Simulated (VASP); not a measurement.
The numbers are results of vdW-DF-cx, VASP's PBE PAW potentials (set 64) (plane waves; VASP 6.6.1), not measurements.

A VASP calculation is set up with these files.

**POSCAR**
```
KTaO3
1
    4.0768925635     0.0000000000     0.0000000000
    0.0000000000     4.0768925635     0.0000000000
    0.0000000000     0.0000000000     4.0768925635
K Ta O
1 1 3
Direct
  0.0000000000   0.0000000000   0.0000000000
  0.5000000000   0.5000000000   0.5000000000
  0.5000000000   0.0000000000   0.5000000000
  0.0000000000   0.5000000000   0.5000000000
  0.5000000000   0.5000000000   0.0000000000
```

KPOINTS:
```
Automatic mesh
0
Gamma
6 6 6
0 0 0
```

### INCAR
```
SYSTEM = KTaO3
PREC = Accurate
ENCUT = 520
EDIFF = 1E-7
NELM = 100
ALGO = Normal
LREAL = .FALSE.
LASPH = .TRUE.
ISMEAR = 0
SIGMA = 0.05
GGA = CX
LUSE_VDW = .TRUE.
AGGAC = 0.0
LMAXMIX = 6
LWAVE = .FALSE.
LCHARG = .FALSE.
ISIF = 2
```

POTCAR, in this order: K_sv Ta_pv O (PBE.64 set). Program: vasp_std.

Unless said otherwise, spin-orbit coupling is left out, though it shifts the bands of the heavy elements here.

### Question
Estimate the energy per atom (σ→0), pressure, band gap (on the k-mesh).

### Answer

```yaml
energy per atom (σ→0): -6.401 eV/atom
band gap (on the k-mesh): 2.00 eV
pressure: -10.25 GPa
```

### OSZICAR
```
...
DAV:   9    -0.320072489989E+02    0.10166E-01   -0.39963E-02  1315   0.142E+00    0.285E-01
DAV:  10    -0.320064792581E+02    0.76974E-03   -0.99163E-03  1203   0.723E-01    0.558E-02
DAV:  11    -0.320066011946E+02   -0.12194E-03   -0.48713E-04  1273   0.166E-01    0.436E-02
DAV:  12    -0.320066510404E+02   -0.49846E-04   -0.79796E-05  1305   0.737E-02    0.108E-02
DAV:  13    -0.320066493643E+02    0.16761E-05   -0.10624E-05  1212   0.284E-02    0.360E-03
DAV:  14    -0.320066495114E+02   -0.14702E-06   -0.12815E-06  1252   0.810E-03    0.150E-03
DAV:  15    -0.320066494547E+02    0.56700E-07   -0.81986E-08   783   0.211E-03
   1 F= -.32006649E+02 E0= -.32006649E+02  d E =-.155240E-22
```

The compound is KTaO3 in the cubic perovskite structure. This cell is one point of a volume scan, at 1.06 of the reference volume.
